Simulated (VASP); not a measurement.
These are vdW-DF2, VASP's PBE PAW potentials (set 64) (plane waves; VASP) values and carry that method's errors.

A VASP calculation is set up with these files.

### POSCAR
```
WSe2
1
    1.7198769488    -2.9789138859     0.0000000000
    1.7198769488     2.9789138859     0.0000000000
    0.0000000000     0.0000000000    13.7112052784
W Se
2 4
Direct
  0.3333330000   0.6666670000   0.2500000000
  0.6666670000   0.3333330000   0.7500000000
  0.3333330000   0.6666670000   0.8741693639
  0.6666670000   0.3333330000   0.3741693639
  0.6666670000   0.3333330000   0.1258306361
  0.3333330000   0.6666670000   0.6258306361
```

### KPOINTS
```
Automatic mesh
0
Gamma
8 8 2
0 0 0
```

### INCAR
```
SYSTEM=WSe2
PREC=Accurate; ENCUT=520; LREAL=.FALSE.
LASPH=.TRUE.
EDIFF=1E-7; NELM=100; ALGO=Normal
LMAXMIX=6
ISMEAR=-5
GGA=ML; LUSE_VDW=.TRUE.; AGGAC=0.0
ZAB_VDW=-1.8867
ISIF=2
LWAVE=.FALSE.; LCHARG=.TRUE.; LORBIT=11
NEDOS=601
LEFG=.TRUE.
```

POTCAR, in this order: W_sv Se (PBE.64 set). Program: vasp_std.

Q: Predict the energy per atom (σ→0).

A: 
* **energy per atom (σ→0)**: -4.340 eV/atom

### OSZICAR
```
...
DAV:  11    -0.260382491816E+02    0.49905E-03   -0.40764E-03  1695   0.361E-01    0.309E-02
DAV:  12    -0.260382664650E+02   -0.17283E-04   -0.28095E-04  1480   0.995E-02    0.637E-02
DAV:  13    -0.260382651407E+02    0.13243E-05   -0.55501E-05  1577   0.459E-02    0.806E-03
DAV:  14    -0.260382658922E+02   -0.75157E-06   -0.66900E-06  1703   0.114E-02    0.270E-03
DAV:  15    -0.260382657118E+02    0.18042E-06   -0.14686E-06  1319   0.851E-03    0.785E-04
DAV:  16    -0.260382659362E+02   -0.22435E-06   -0.74689E-08   998   0.202E-03    0.606E-04
DAV:  17    -0.260382658818E+02    0.54327E-07   -0.26893E-08   935   0.130E-03
   1 F= -.26038266E+02 E0= -.26038266E+02  d E =0.000000E+00
```

The compound is WSe2 in the 2H layered structure. It was relaxed first, which changed the volume by +16 %.
